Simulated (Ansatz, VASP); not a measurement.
**CsPbCl3 in two plane-wave programs**

Aim: how closely do two programs agree when they are given the same cell, functional and k mesh? The cell is taken from a series of runs on this material, whose earlier steps may have relaxed, scaled, displaced or heated it; both programs get it as it stands.

Program: Ansatz 0.2.0. Level of theory: plane waves, with VASP 6.6.1 beside it; elastic constants at LDA. Results are calculated unless marked as measured.

## (1) Set-up

The structure is cubic, space group Pm-3m (No. 221). The conventional cell has a = 5.616 Å, b = 5.616 Å, c = 5.616 Å, α = 90.00°, β = 90.00°, γ = 90.00°. Nearest to Cs lie 12 Cl at 3.97 Å. Nearest to Pb lie 6 Cl at 2.81 Å. Nearest to Cl lie 2 Pb at 2.81 Å and 4 Cs at 3.97 Å. Farther neighbours and most contacts between anions are not listed.

## (2) Ansatz: elastic constants, LDA

Ansatz runs on its default PAW (the set named soft_2) files.

Elastic constants are differences of stresses under small strains, so they test the stress and the mesh.

input.yaml reads:

```yaml
crystal:
  lattice:
    - [5.6158014693, 0.0, 0.0]
    - [0.0, 5.6158014693, 0.0]
    - [0.0, 0.0, 5.6158014693]
  atoms:
    - { symbol: Cs, position: [0.0, 0.0, 0.0] }
    - { symbol: Pb, position: [0.5, 0.5, 0.5] }
    - { symbol: Cl, position: [0.5, 0.5, 0.0] }
    - { symbol: Cl, position: [0.0, 0.5, 0.5] }
    - { symbol: Cl, position: [0.5, 0.0, 0.5] }
kpoints:
  mp_grid: { grid: [2, 2, 2] }
hamiltonian:
  xc: lda
scf:
  occupations: { method: gaussian, width: 0.02 }
output:
  forces: true
  stress: true
  eigenvalues: true
elastic:
  mode: relaxed_ion
  stencil: two_point
```

The run is started by

```sh
$ ansatz run input.yaml --threads 8 --pin off --max-ram 16384MiB --backend cpu --events-out ev --progress --plain --runs-dir out
```

Numbers of over 12 decimals in the logs are rounded to 6 here.

The log of the run:

```text
Engine: ansatz 0.2.0, x86_64-unknown-linux-gnu
Pseudopotentials: kind: paw
Pseudopotential: Cs, paw, valence charge 9, recommended cutoff 420 eV (normal), Cs.paw.azcp
Pseudopotential: Pb, paw, valence charge 14, recommended cutoff 420 eV (normal), Pb.paw.azcp
Pseudopotential: Cl, paw, valence charge 7, recommended cutoff 420 eV (normal), Cl.paw.azcp
Functional definition: SPW92
  exchange = slater_x
  correlation = pw_c
Crystal: 5 atoms, lattice volume = 177.107 Å³
Basis set: ecut = 420 eV, 3431 PW (Γ)
Bands: 27, of which v1, the nominal top of the filled ones, is band 22 counted from 1 (21 counted from 0)
Symmetry: 48 space group operations
Space group: Pm-3m (ITA 221), of the structure as read, at distance tolerance 5.6e-5 Å
k-points: 4 of 8
Non-local potential: Cs, projectors of the file, l = 0: 3, l = 1: 2, l = 2: 2, l = 3: 2
Non-local potential: Pb, projectors of the file, l = 0: 2, l = 1: 2, l = 2: 2, l = 3: 2
Non-local potential: Cl, projectors of the file, l = 0: 2, l = 1: 2, l = 2: 2
PAW form: soft (Blöchl's): semilocal exchange-correlation on the pseudo side does not see the compensation charge
PAW frozen core: Cs, regenerated for the run's functional, and the local potential with it (the file was generated under x = pbe(κ = 0.804, μ = 0.219515), c = pbe(β = 0.066725))
PAW frozen core: Pb, regenerated for the run's functional, and the local potential with it (the file was generated under x = pbe(κ = 0.804, μ = 0.219515), c = pbe(β = 0.066725))
PAW frozen core: Cl, regenerated for the run's functional, and the local potential with it (the file was generated under x = pbe(κ = 0.804, μ = 0.219515), c = pbe(β = 0.066725))
PAW one-centre angular grid: Cs, 194 points (default); XC on 64 Gauss nodes
PAW one-centre angular grid: Pb, 590 points (default); XC on 64 Gauss nodes
PAW one-centre angular grid: Cl, 110 points (default); XC on 64 Gauss nodes
Initial density: superposition of atomic densities (neutral atoms: chi_scale 0, normalization atom), corrected by the library's trained network
Initial wavefunctions: pseudopotential atomic-orbital guess
Functional: x = slater, c = lda
SCF iter   1: F=—  HF=-20246.133402 eV  |F-HF|=—  |Δ(HF+E_count)|=         —  Δρ=5.25e-3  dr2=2.88e-2  ethr=1.77e-3  ⟨swp⟩=8.0  Hψ=566  notcnv=0
preconditioner: auto → Resta (q_TF=auto, 2.163 Å⁻¹)  ε∞=3.0  [insulator: Δε(μ)=1.673 eV  Ē_g=12.834 eV  σ=0.020 eV  W_gap=1.00  n_scr=26 (ndim 8)  ℏωp=18.1 eV  f_vac=0.063  D(μ)=0.00/eV (n_scr^D=0)  ε∞_Penn≈3.0]
SCF iter   2: F=—  HF=-20246.127108 eV  |F-HF|=—  |Δ(HF+E_count)|=   6.29e-3  Δρ=2.67e-3  dr2=8.58e-3  ethr=6.53e-5  ⟨swp⟩=2.2  Hψ=164  notcnv=0  defer=3
SCF iter   3: F=—  HF=-20246.124446 eV  |F-HF|=—  |Δ(HF+E_count)|=   2.66e-3  Δρ=2.45e-4  dr2=2.25e-4  ethr=1.95e-5  ⟨swp⟩=3.0  Hψ=198  notcnv=0  defer=4
SCF iter   4: F=—  HF=-20246.124407 eV  |F-HF|=—  |Δ(HF+E_count)|=   3.81e-5  Δρ=5.74e-5  dr2=1.11e-5  ethr=5.12e-7  ⟨swp⟩=2.5  Hψ=185  notcnv=0  defer=4
SCF iter   5: F=—  HF=-20246.124394 eV  |F-HF|=—  |Δ(HF+E_count)|=   1.35e-5  Δρ=1.79e-5  dr2=8.94e-7  ethr=2.52e-8  ⟨swp⟩=2.0  Hψ=153  notcnv=0  defer=4
SCF iter   6: F=—  HF=-20246.124393 eV  |F-HF|=—  |Δ(HF+E_count)|=   5.56e-7  Δρ=6.67e-6  dr2=1.29e-7  ethr=2.03e-9  ⟨swp⟩=2.0  Hψ=171  notcnv=0  defer=4
SCF iter   7: F=—  HF=-20246.124393 eV  |F-HF|=—  |Δ(HF+E_count)|=   4.69e-9  Δρ=1.86e-6  dr2=7.32e-9  ethr=2.94e-10  ⟨swp⟩=2.0  Hψ=178  notcnv=0  defer=4
SCF iter   8: F=—  HF=-20246.124393 eV  |F-HF|=—  |Δ(HF+E_count)|=  9.46e-10  Δρ=2.97e-7  dr2=1.39e-10  ethr=1.66e-11  ⟨swp⟩=2.0  Hψ=174  notcnv=0  defer=4
SCF iter   9: F=—  HF=-20246.124393 eV  |F-HF|=—  |Δ(HF+E_count)|=  8.37e-11  Δρ=2.60e-8  dr2=1.26e-12  ethr=3.16e-13 (applied; sched 1.00e-12)  ⟨swp⟩=2.0  Hψ=167  notcnv=0  defer=4
SCF iter  10: F=-20246.124393 eV  HF=-20246.124393 eV  |F-HF|=3.64e-12  |Δ(HF+E_count)|=  3.64e-12  Δρ=7.53e-9  dr2=7.67e-14  ethr=1.00e-12  ⟨swp⟩=10.2  Hψ=510  notcnv=0
SCF 1 converged in 10 iterations: F = -20246.124393 eV  dr2 = 7.67e-14
  greatest PAW one-centre occupation: 0.984 electrons in one spin orbital (limit 2), on the Pb atom at site 1 (counted from 0), in its partial waves of l = 2
Crystal: 5 atoms, lattice volume = 176.753 Å³
Basis set: ecut = 420 eV, 3407 PW (Γ)
Symmetry: 16 space group operations
k-points: 6 of 8
Initial density: handed on by an earlier stage of this run
Initial wavefunctions: those handed on with the density
[...]
SCF 2 converged in 9 iterations: F = -20246.124251 eV  dr2 = 1.44e-14
Crystal: 5 atoms, lattice volume = 177.461 Å³
[...]
preconditioner: auto → Resta (q_TF=auto, 2.162 Å⁻¹)  ε∞=3.0  [insulator: Δε(μ)=1.678 eV  Ē_g=12.871 eV  σ=0.020 eV  W_gap=1.00  n_scr=26 (ndim 8)  ℏωp=18.1 eV  f_vac=0.057  D(μ)=0.00/eV (n_scr^D=0)  ε∞_Penn≈3.0]
[...]
SCF 3 converged in 6 iterations: F = -20246.124252 eV  dr2 = 1.37e-14
Basis set: ecut = 420 eV, 3419 PW (Γ)
Symmetry: 8 space group operations
[...]
preconditioner: auto → Resta (q_TF=auto, 2.163 Å⁻¹)  ε∞=3.0  [insulator: Δε(μ)=1.676 eV  Ē_g=12.876 eV  σ=0.020 eV  W_gap=1.00  n_scr=26 (ndim 8)  ℏωp=18.1 eV  f_vac=0.057  D(μ)=0.00/eV (n_scr^D=0)  ε∞_Penn≈3.0]
[...]
SCF iter   4: F=—  HF=-20246.124383 eV  |F-HF|=—  |Δ(HF+E_count)|=   4.14e-9  Δρ=3.37e-7  dr2=1.93e-10  ethr=2.27e-11  ⟨swp⟩=2.0  Hψ=285  notcnv=0  defer=6
SCF iter   5: F=—  HF=-20246.124383 eV  |F-HF|=—  |Δ(HF+E_count)|=  3.27e-11  Δρ=6.53e-8  dr2=6.33e-12  ethr=4.38e-13 (applied; sched 1.00e-12)  ⟨swp⟩=2.0  Hψ=254  notcnv=0  defer=6
SCF iter   6: F=—  HF=-20246.124383 eV  |F-HF|=—  |Δ(HF+E_count)|=  1.46e-11  Δρ=1.85e-8  dr2=7.09e-13  ethr=1.44e-14 (applied; sched 1.00e-12)  ⟨swp⟩=2.0  Hψ=256  notcnv=0  defer=6
SCF iter   7: F=-20246.124383 eV  HF=-20246.124383 eV  |F-HF|=3.64e-12  |Δ(HF+E_count)|=    0.00e0  Δρ=4.89e-9  dr2=5.43e-14  ethr=1.00e-12  ⟨swp⟩=5.2  Hψ=590  notcnv=0
SCF 4 converged in 7 iterations: F = -20246.124383 eV  dr2 = 5.43e-14
iter 1 solved again at ethr=1.00e-12 eV; its pass at ethr=3.10e-3 eV (dr2=4.10e-10 eV) is discarded
SCF iter   1: F=—  HF=-20246.124383 eV  |F-HF|=—  |Δ(HF+E_count)|=         —  Δρ=2.11e-6  dr2=3.37e-10  ethr=1.00e-12  ⟨swp⟩=2.8  Hψ=889  notcnv=0  defer=6
SCF iter   2: F=—  HF=-20246.124383 eV  |F-HF|=—  |Δ(HF+E_count)|=   1.00e-8  Δρ=1.07e-6  dr2=8.55e-11  ethr=7.66e-13 (applied; sched 1.00e-12)  ⟨swp⟩=1.0  Hψ=156  notcnv=0  defer=6
SCF iter   3: F=—  HF=-20246.124383 eV  |F-HF|=—  |Δ(HF+E_count)|=   3.41e-9  Δρ=5.50e-8  dr2=1.23e-12  ethr=1.94e-13 (applied; sched 1.00e-12)  ⟨swp⟩=1.0  Hψ=156  notcnv=0  defer=6
SCF iter   4: F=—  HF=-20246.124383 eV  |F-HF|=—  |Δ(HF+E_count)|=    0.00e0  Δρ=9.86e-9  dr2=1.37e-13  ethr=1.00e-12  ⟨swp⟩=4.8  Hψ=626  notcnv=0
SCF iter   5: F=-20246.124383 eV  HF=-20246.124383 eV  |F-HF|=0.00e0  |Δ(HF+E_count)|=  3.64e-12  Δρ=3.10e-9  dr2=2.25e-14  ethr=1.00e-12  ⟨swp⟩=4.2  Hψ=515  notcnv=0
SCF 5 converged in 5 iterations: F = -20246.124383 eV  dr2 = 2.25e-14
SCF converged after 10 iterations
Free energy (F): -20246.124393 eV
Harris-Foulkes:  -20246.124393 eV  (|F-HF|=3.64e-12)
Internal energy: -20246.124393 eV  (E = F + TS)
E sigma→0 (E₀):  -20246.124393 eV
Fermi energy:    4.550021 eV
--- Per-component energies (eV) ---
  E_band       = -247.299382
  E_kinetic    = 912.849686
  E_local      = -2683.161622  (includes V_loc(G=0)·N_el)
  E_nonlocal   = 477.629975
  E_hartree    = 1008.726442
  E_xc         = -710.272178
  E_vxc        = -624.948470  (∫ρ·V_xc dr)
  E_paw        = -16877.040144  (= ΣΔE_a)
  E_vpaw       = -347.122188  (= ΣTr[D̂ρ^β])
  E_aug_tail   = 0.000343  (compensation charges beyond the density's cutoff)
  E_ewald      = -2375.621213
  E_core_change = 0.764318  (= ΣΔE_core)
  E_smearing   = -0.000000  (= −TS)
  E_closure    = -0.000000  (closes the sum)
  Σ components = -20246.124393   (vs F -20246.124393, Δ=0.00e0)
--- Forces (eV/Å), atoms counted from 1 ---
  atom   1  Cs     0.00000000     0.00000000     0.00000000
  atom   2  Pb     0.00000000    -0.00000000     0.00000000
  atom   3  Cl     0.00000000    -0.00000000     0.00000000
  atom   4  Cl     0.00000000    -0.00000000     0.00000000
  atom   5  Cl     0.00000000    -0.00000000     0.00000000
  max |Σ_I F_I| component: 1.90e-25 eV/Å
--- Stress (GPa, compression-positive) ---
        0.000976       0.000000      -0.000000
        0.000000       0.000976       0.000000
        0.000000       0.000000       0.000976
  P = ⅓ Tr σ = 0.0010 GPa (0.010 kbar)
--- Band table (eV) ---
  k-point 0: bands = [... 18 lower, 1.2116, 1.3241, 1.3241, 1.3241, 6.7269, 7.8003, 7.8003, 8.7449, ... 1 higher]
  k-point 1: bands = [... 18 lower, 1.1046, 1.2068, 1.2068, 2.0880, 6.5114, 8.1451, 8.7530, 8.8649, ... 1 higher]
  k-point 2: bands = [... 18 lower, 1.0100, 1.0942, 1.6463, 2.9214, 5.9949, 5.9949, 8.4490, 8.9442, ... 1 higher]
  k-point 3: bands = [... 18 lower, 1.6573, 1.6573, 1.6573, 3.7103, 5.3900, 5.3900, 5.3900, 8.5176, ... 1 higher]
--- Elastic constants: 2 strain directions × 2 members + reference (group order 48) ---
  dense FFT box of the reference and of every strained cell: 40×40×40
  strains applied: 11, 23; error gains: componentwise 1.00 (the most a stress slope's error grows in a printed constant), spectral 1.73 (1 for all six strains in a standard setting)
  C = ∂σ_k/∂η_j (tension-positive GPa; Voigt order 11 22 33 23 13 12):
        65.991      8.712      8.712     -0.000     -0.000     -0.000
         8.712     65.991      8.712     -0.000     -0.000     -0.000
         8.712      8.712     65.991     -0.000     -0.000     -0.000
        -0.000     -0.000     -0.000      3.456      0.000      0.000
         0.000      0.000     -0.000      0.000      3.456      0.000
        -0.000      0.000     -0.000      0.000      0.000      3.456
  reference stress σ⁰ (GPa):     -0.001     -0.001     -0.001     -0.000      0.000     -0.000
  C* (energy form; C + prestress term) asymmetry max|C*_kj − C*_jk| = 5.329e-15 GPa — a small one proves nothing (zero by symmetry where the batch's group is 432, −43m or m−3m); a large one is finite-difference/SCF noise where every solve meets its electron count
  moduli (Voigt/Reuss/Hill, GPa): K = 27.81/27.81/27.81   G = 13.53/5.33/9.43   E = 25.42   ν = 0.348
  mechanically stable: yes (min eigenvalue of sym C = 3.46 GPa)
  strain η (Voigt 11):  stress-route row diagonal C_11 = 65.99 GPa, energy-path curvature d²(F+E_count+ΔE)/dδ²/Ω₀ = 65.99 GPa
         δ    σ_11 (GPa)             F (eV)   n_scf  n_hpsi   n_pw
    -2.000e-3      -0.1344      -20246.1242508       9    3308   3468   relax 0 steps, max|allowed force component| 2.44e-28 eV/Å
     2.000e-3       0.1295      -20246.1242523       6    2525   3474   relax 0 steps, max|allowed force component| 3.97e-29 eV/Å
  strain η (Voigt 23):  stress-route row diagonal C_44 = 3.46 GPa, energy-path curvature d²(F+E_count+ΔE)/dδ²/Ω₀ = 3.47 GPa
         δ    σ_23 (GPa)             F (eV)   n_scf  n_hpsi   n_pw
    -2.000e-3      -0.0069      -20246.1243830       7    2848   3468   relax 0 steps, max|allowed force component| 1.92e-27 eV/Å
     2.000e-3       0.0069      -20246.1243830       5    2480   3468   relax 0 steps, max|allowed force component| 5.26e-28 eV/Å
```

In the SCF lines HF is the Harris–Foulkes energy and dr2 the Hartree energy of the density residual, in eV; the loop may stop once dr2 is under the threshold and the program's other checks hold. Hψ counts applications of the Hamiltonian.

(Part 1 of 2 ends here.)

[Lines on the potential files, build, host, timing and source positions are cut from VASP's logs without a mark.]

[Logs are printed without paths, hosts, clocks, repeated set-up lines and the standing remarks that a program may print on its own settings, such as how far it seeks lower states.]

[Hosts, paths, dates, database ids (printed as entryN), source tags and the programs' standing remarks are cut or masked in the printed files.]
